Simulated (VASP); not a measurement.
# Ca3SiSe (P3m1) in VASP: single point with PBE

Aim: the single point of Ca3SiSe with PBE.

Everything below comes from runs of VASP 6.6.1. Logs are shortened: lines on timing, memory, paths and dates and some standing lists are left out, and cuts for length are marked.

**1. The cell of the first run**

It takes space group P3m1 (No. 156, trigonal). The conventional cell has a = 5.047 Å, b = 5.047 Å, c = 6.464 Å, α = 90.00°, β = 90.00°, γ = 120.00°. Ca (site symmetry 3m) has 3 Si at 3.12 Å and 3 Se at 3.38 Å and 3 Ca at 3.42 Å as nearest neighbours. Ca (site symmetry 3m) is surrounded by 3 Se at 2.97 Å and 2 Si at 3.05 to 3.41 Å. Ca (site symmetry 3m) has 1 Se at 2.96 Å and 3 Si at 2.99 Å as nearest neighbours. Si (site symmetry 3m) is surrounded by 8 Ca at 2.99 to 3.41 Å. Se (site symmetry 3m) is surrounded by 7 Ca at 2.96 to 3.38 Å.

The cell was built by a generator and needn't be a form met in nature.

**2. Single point, PBE (species swapped into the Mg3BiSb type (P3m1, No. 156))**

Contents of INCAR:

```
SYSTEM = Ca3SiSe
PREC = Accurate
ENCUT = 520
EDIFF = 1E-7
ISMEAR = 0
SIGMA = 0.02
LREAL = .False.
LASPH = .True.
NELM = 100
ALGO = Fast
ISIF = 2
LWAVE = .False.
LCHARG = .True.
GGA = PE
LELF = .True.
LVHAR = .True.
NBANDS = 28
```

Contents of KPOINTS:

```
Automatic mesh
0
Gamma
  9 9 6
  0 0 0
```

Contents of POSCAR:

```
Ca3SiSe
1.0
    5.0474952597      0.0000000000      0.0000000000
   -2.5237476298      4.3712591204      0.0000000000
    0.0000000000      0.0000000000      6.4643930568
Ca Si Se
3 1 1
Direct
    0.0000000000      0.0000000000      0.9666039065
    0.3333333333      0.6666666667      0.3202020633
    0.6666666667      0.3333333333      0.6890766474
    0.3333333333      0.6666666667      0.7923616866
    0.6666666667      0.3333333333      0.2317556963
```

Potentials or basis: VASP PAW PBE potentials, release 64 (Ca_sv, Si, Se).

Started as:

```console
$ cat potpaw_PBE.64/Ca_sv/POTCAR potpaw_PBE.64/Si/POTCAR potpaw_PBE.64/Se/POTCAR > POTCAR
$ mpirun -np 1 vasp_std > vasp.out
```

OUTCAR:

```text
SYSTEM = Ca3SiSe
   PREC = Accurate
   ENCUT = 520
   EDIFF = 1E-7
   ISMEAR = 0
   LREAL = .False.
   LASPH = .True.
   NELM = 100
   ISIF = 2
   GGA = PE

 ion  position               nearest neighbor table
   1  0.000  0.000  0.967-   4 3.12   4 3.12   4 3.12
   2  0.333  0.667  0.320-   5 2.97   5 2.97   5 2.97   4 3.05
   3  0.667  0.333  0.689-   5 2.96   4 2.99   4 2.99   4 2.99
   4  0.333  0.667  0.792-   3 2.99   3 2.99   3 2.99   2 3.05   1 3.12   1 3.12   1 3.12
   5  0.667  0.333  0.232-   3 2.96   2 2.97   2 2.97   2 2.97

  LATTYP: Found a hexagonal cell.
 ALAT       =     5.0474952597
 C/A-ratio  =     1.2807130516

  Lattice vectors:

 A1 = (   5.0474952597,   0.0000000000,   0.0000000000)
 A2 = (  -2.5237476298,   4.3712591204,   0.0000000000)
 A3 = (   0.0000000000,   0.0000000000,   6.4643930568)

Analysis of symmetry for initial positions (statically):
=====================================================================
 Subroutine PRICEL returns:
 Original cell was already a primitive cell.

 Routine SETGRP: Setting up the symmetry group for a
 hexagonal supercell.

 Subroutine GETGRP returns: Found  6 space group operations
 (whereof  6 operations were pure point group operations)
 out of a pool of 24 trial point group operations.

The static configuration has the point symmetry C_3v.

Analysis of symmetry for dynamics (positions and initial velocities):
=====================================================================
 Subroutine PRICEL returns:
 Original cell was already a primitive cell.

 Routine SETGRP: Setting up the symmetry group for a
 hexagonal supercell.

 Subroutine GETGRP returns: Found  6 space group operations
 (whereof  6 operations were pure point group operations)
 out of a pool of 24 trial point group operations.

The dynamic configuration has the point symmetry C_3v.

 Subroutine INISYM returns: Found  6 space group operations
 (whereof  6 operations are pure point group operations),
 and found     1 'primitive' translations

----------------------------------------------------------------------------------------

                                     Primitive cell

  volume of cell :     142.6298

  direct lattice vectors                    reciprocal lattice vectors
     5.047495260  0.000000000  0.000000000     0.198118066  0.114383519  0.000000000
    -2.523747630  4.371259120  0.000000000     0.000000000  0.228767038  0.000000000
     0.000000000  0.000000000  6.464393057     0.000000000  0.000000000  0.154693564
[... 94 lines left out ...]
   IBRION =     -1    ionic relax: 0-MD 1-quasi-New 2-CG
   NFREE  =      0    steps in history (QN), initial steepest desc. (CG)
   ISIF   =      2    stress and relaxation
   ISYM   =      2    0-nonsym 1-usesym 2-fastsym
   POTIM  = 0.5000    time-step for ionic-motion
   TEBEG  =    0.0;   TEEND  =   0.0 temperature during run
   PSTRESS=    0.0 pullay stress
   NELECT =      40.0000    total number of electrons
   NUPDOWN=      -1.0000    fix difference up-down
   EMIN   =  10.00;   EMAX   =-10.00  energy-range for DOS
   EFERMI =   0.00;   METHOD = LEGACY
   ISMEAR =     0;   SIGMA  =   0.02  broadening in eV -4-tet -1-fermi 0-gaus
   EFERMI_NEDOS =   21; number of points for ismear=-14 and -15
   IALGO  =     68    algorithm
   IMIX   =      4    mixing-type and parameters
     AMIX     =   0.40;   BMIX     =  1.00
     AMIX_MAG =   1.60;   BMIX_MAG =  1.00
  volume/ion in A,a.u.               =      28.53       192.50
  Fermi-wavevector in a.u.,A,eV,Ry     =   1.071580  2.024993 15.623359  1.148285
  Thomas-Fermi vector in A             =   2.207325
   LORBIT       =      0    0 simple, 1 ext, 2 COOP (PROOUT), +10 PAW based schemes
   GGA     = PE    functional components
   LHFCALC =     F    Hartree Fock is set to
   AEXX    =    0.0000 exact exchange contribution
   IVDW    =     0    specifies the selected vdW correction
   LEPSILON=     F    determine dielectric tensor
   LRPA    =     F    only Hartree local field effects (RPA)
 non-spin polarized calculation
 RMM-DIIS sequential band-by-band and
 Gauss-broadening in eV      SIGMA  =   0.02
  energy-cutoff  :      520.00
  volume of cell :      142.63
 maximum number of plane-waves:      3865
 NGX is ok and might be reduce to    40
   NGX = 19   NGY = 19   NGZ = 25

 number of electron      40.0000000 magnetization

 Free energy of the ion-electron system (eV)
  ---------------------------------------------------
  ext. energy  EPLUGINS =         0.00000000
  ---------------------------------------------------
  free energy    TOTEN  =       -19.38593175 eV

  energy without entropy =      -19.38593175  energy(sigma->0) =      -19.38593175

 E-fermi :   3.3758     XC(G=0):  -8.6914

 val. band max:        3.2406017531   @ k =   0.0000   0.0000   0.0000
 cond. band min:       3.8249842002   @ k =   0.3333   0.3333   0.0000
 fundamental gap:      0.5843824471
 Fermi energy:         3.3758119618

 k-point     1 :       0.0000    0.0000    0.0000
  band No.  band energies     occupation
      1     -38.1658      2.00000
      2     -38.0627      2.00000
      3     -37.4174      2.00000
      4     -19.2463      2.00000
      5     -19.2463      2.00000
      6     -19.1750      2.00000
[... 733 lines left out ...]
     27       6.4736      0.00000
     28       6.6970      0.00000

 [... further k-points ...]

------------------------ aborting loop because EDIFF is reached ----------------------------------------

  FORCE on cell =-STRESS in cart. coord.  units (eV):
  Direction    XX          YY          ZZ          XY          YZ          ZX
  --------------------------------------------------------------------------------------
  -------------------------------------------------------------------------------------
  Total        0.0853654      0.0853654      0.0845744      0.0000000      0.0000000     -0.0000000
  in kB        0.9589202      0.9589202      0.9500342      0.0000000      0.0000000     -0.0000000
  external PRESSURE =       0.9559582 kB  Pullay stress =       0.0000000 kB

 VOLUME and BASIS-vectors are now :
 -----------------------------------------------------------------------------
  energy-cutoff  :      520.00
  volume of cell :      142.63
      direct lattice vectors                 reciprocal lattice vectors
     5.047495260  0.000000000  0.000000000     0.198118066  0.114383519  0.000000000
    -2.523747630  4.371259120  0.000000000     0.000000000  0.228767038  0.000000000
     0.000000000  0.000000000  6.464393057     0.000000000  0.000000000  0.154693564

 POSITION                                       TOTAL-FORCE (eV/Angst)
 -----------------------------------------------------------------------------------
      0.00000      0.00000      6.24851        -0.000000     -0.000000      0.003710
     -0.00000      2.91417      2.06991        -0.000000      0.000000     -0.002279
      2.52375      1.45709      4.45446         0.000000     -0.000000     -0.004341
     -0.00000      2.91417      5.12214        -0.000000      0.000000      0.003635
      2.52375      1.45709      1.49816         0.000000     -0.000000     -0.000725
 -----------------------------------------------------------------------------------
    total drift:                                0.000000     -0.000000     -0.000314

  FREE ENERGIE OF THE ION-ELECTRON SYSTEM (eV)
  ---------------------------------------------------
  free  energy   TOTEN  =       -19.3859317543 eV

  energy  without entropy=      -19.3859317543  energy(sigma->0) =      -19.38593175
```

OSZICAR:

```text
N       E                     dE             d eps       ncg     rms          rms(c)
DAV:   1     0.345464571101E+03    0.34546E+03   -0.18618E+04  3472   0.130E+03
DAV:   2     0.372426759936E+01   -0.34174E+03   -0.33493E+03  3756   0.373E+02
DAV:   3    -0.189213631826E+02   -0.22646E+02   -0.22459E+02  5596   0.746E+01
[... 18 lines left out ...]
RMM:  22    -0.193859309828E+02   -0.46328E-06   -0.62654E-06  5697   0.862E-03    0.466E-03
RMM:  23    -0.193859313538E+02   -0.37098E-06   -0.34481E-06  5672   0.725E-03    0.737E-04
RMM:  24    -0.193859315544E+02   -0.20064E-06   -0.19774E-06  4625   0.500E-03    0.691E-04
RMM:  25    -0.193859316787E+02   -0.12426E-06   -0.11363E-06  4389   0.400E-03    0.741E-04
RMM:  26    -0.193859317543E+02   -0.75635E-07   -0.71977E-07  4156   0.328E-03
   1 F= -.19385932E+02 E0= -.19385932E+02  d E =-.328553E-24
```

stdout:

```text
POSCAR found type information on POSCAR CaSiSe
[... 28 lines left out ...]
 num prob  num prob  num prob  num prob  num prob  num prob  num prob  num prob  num prob  num prob  num prob  num prob  num prob  num prob  num prob  num prob  num prob  num prob  num prob  num prob  num prob  num prob  num prob  num prob  num prob  num prob  num prob  num prob  num prob  num prob  num prob  num prob WARNING in EDDRMM: call to ZHEGV failed, returncode =   8  4     25
 num prob  num prob  num prob  num prob  num prob  num prob  num prob  num prob  num prob  num prob  num prob  num prob RMM:  26    -0.193859317543E+02   -0.75635E-07   -0.71977E-07  4156   0.328E-03
```

Wall time 6.6 min (1 thread of Intel Xeon Platinum 8488C (Sapphire Rapids), shared host); peak memory 0.43 GiB.

Results:

* Free energy: -19.3859 eV
* Pressure: 0.1 GPa
* Largest force: 0.004 eV/Å
* Band gap on the k mesh: 0.58 eV, indirect (least direct gap 0.64 eV)

Forces in eV/Å, atoms in the order of the input:
```
Ca   0.000  0.000  0.004
Ca   0.000  0.000 -0.002
Ca   0.000  0.000 -0.004
Si   0.000  0.000  0.004
Se   0.000  0.000 -0.001
```

Levels at points of the mesh, in eV from the valence-band top:
```csv
k point,band 17,band 18,band 19,band 20,band 21,band 22,band 23,band 24
"(0.00, 0.00, 0.00)",-3.21,-0.49,-0.49,0.00,0.64,1.30,1.30,2.66
"(0.00, 0.00, 0.50)",-3.15,-1.56,-0.56,-0.56,1.43,1.58,1.58,2.74
```

Caveat: an odd mesh through Γ misses points on the zone boundary, where band edges often lie.
